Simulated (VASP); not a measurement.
Set up this calculation in VASP 6.6.1, as the native input.

```
Task                   : single point
Functional             : PBEsol
Potentials or basis    : VASP PAW PBE potentials, release 64 (Na_pv, Al, O)
Cutoff                 : 520 eV
k mesh                 : 6 × 6 × 6
Occupations            : gaussian, width 0.03 eV
Spin                   : no spin polarisation
Further INCAR settings : ALGO = Fast; EDIFF = 1e-06; NBANDS = 55
```

The structure of Na3AlO3 lies in POSCAR:

```
Na3AlO3
1.0
    2.9430780000     -6.3898000000      0.0000000000
    2.9430780000      6.3898000000      0.0000000000
   -1.4155620000      0.0000000000      5.3391790000
Na Al O
6 2 6
Direct
    0.7598130000      0.2401870000      0.5000000000
    0.2401870000      0.7598130000      0.5000000000
    0.2335740000      0.2335740000      0.4707550000
    0.7664260000      0.7664260000      0.5292450000
    0.6667810000      0.3332190000      0.0000000000
    0.3332190000      0.6667810000      0.0000000000
    0.0997370000      0.9002630000      0.0000000000
    0.9002630000      0.0997370000      0.0000000000
    0.9599220000      0.6265420000      0.7660520000
    0.3734580000      0.0400780000      0.2339480000
    0.8567730000      0.8567730000      0.1512260000
    0.6265420000      0.9599220000      0.7660520000
    0.0400780000      0.3734580000      0.2339480000
    0.1432270000      0.1432270000      0.8487740000
```

The cell was built by a generator and needn't be a form met in nature.

These files were run (other wordings do the same):

INCAR

```
  PREC = Accurate
  ENCUT = 520
  EDIFF = 1E-6
  ISMEAR = 0
  SIGMA = 0.03
  LREAL = False
  LASPH = True
  NELM = 80
  ALGO = Fast
  ISIF = 2
  LWAVE = False
  LCHARG = False
  GGA = PS
  NBANDS = 55
  KPAR = 8
```

KPOINTS

```
regular mesh
0
Gamma
  6 6 6
```

Potentials or basis: VASP PAW PBE potentials, release 64 (Na_pv, Al, O).

The run is started by

```sh
$ cat potpaw_PBE.64/Na_pv/POTCAR potpaw_PBE.64/Al/POTCAR potpaw_PBE.64/O/POTCAR > POTCAR
$ mpirun -np 8 vasp_std > vasp.out
```

It gave:

```
Pressure               : -1.8 GPa
Largest force          : 0.173 eV/Å
Band gap on the k mesh : 2.46 eV, indirect (least direct gap 2.49 eV)
```

Caveat: the PAW data sets were made with another functional, which shifts forces and pressure a little.

Wall time 2.9 min on 8 MPI ranks on Intel(R) Xeon(R) Platinum 8488C (Sapphire Rapids), on a shared host, peak memory 0.71 GiB a rank.
